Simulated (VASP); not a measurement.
Energy against volume of MoSi$_{2}$ (MoSi2 type). All values below come from PBEsol GGA, VASP's PBE PAW potentials (set 64) (plane waves; VASP). Settings: 520 eV cut-off, 13×13×13 Γ-centred mesh, first-order Methfessel-Paxton smearing of 0.10 eV, potentials Si Mo_sv.

Shape and ions are relaxed at each volume.

```tsv
V (Å³/atom)	E (eV/atom)
12.894	-8.35115
13.293	-8.35969
13.691	-8.35188
14.090	-8.33018
```

Task: Fit these four points and predict the energy of the run at 12.495 Å³/atom.

Result: A cubic in V^(−2/3), the third-order Birch-Murnaghan form, passes through the four points with V0 = 13.29 Å³/atom and B0 = 219 GPa, and gives -8.3233 eV/atom there. The run gave -8.3234 eV/atom, -0.2 meV/atom from the fit; all five points give B0 = 218 GPa.

The compound is MoSi2 in the MoSi2 type structure. It was relaxed first.
